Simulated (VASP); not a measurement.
All values below come from PBE GGA, VASP's PBE PAW potentials (set 64) (plane waves; VASP).

A VASP calculation is set up with these files.

File POSCAR:
```
GaSb
1
    0.0000000000     3.0557170000     3.0557170000
    3.0557170000     0.0000000000     3.0557170000
    3.0557170000     3.0557170000     0.0000000000
Ga Sb
1 1
Direct
  0.0000000000   0.0000000000   0.0000000000
  0.7500000000   0.7500000000   0.7500000000
```

### KPOINTS
```
kpoints
0
gamma
9 9 9
```

**INCAR**
```
SYSTEM=GaSb
PREC=Accurate; ENCUT=300; LREAL=F
LASPH=T
EDIFF=1E-8; NELM=100; ALGO=Normal
LMAXMIX=4
ISMEAR=0; SIGMA=0.1
GGA=PE
IBRION=8; NSW=1; ISIF=2
LWAVE=F; LCHARG=F
LEPSILON=F
```

POTCAR, in this order: Ga_d Sb (PBE.64 set). Program: vasp_std.

What will the output report for the number of irreducible k-points (NKPTS), largest plane-wave count, number of space-group operations, FFT grid (NGX, NGY, NGZ)?

number of irreducible k-points (NKPTS): 35
largest plane-wave count: 684
number of space-group operations: 24
FFT grid (NGX, NGY, NGZ): 24 × 24 × 24

The structure comes from a computed database's GaSb entry; how it stands against other phases isn't given here. The cell was not relaxed at this level. The run is one of a series of settings (EDIFF = 1E-8, IBRION = 8, LEPSILON = .FALSE., NSW = 1 against the base run), some of them coarse on purpose.
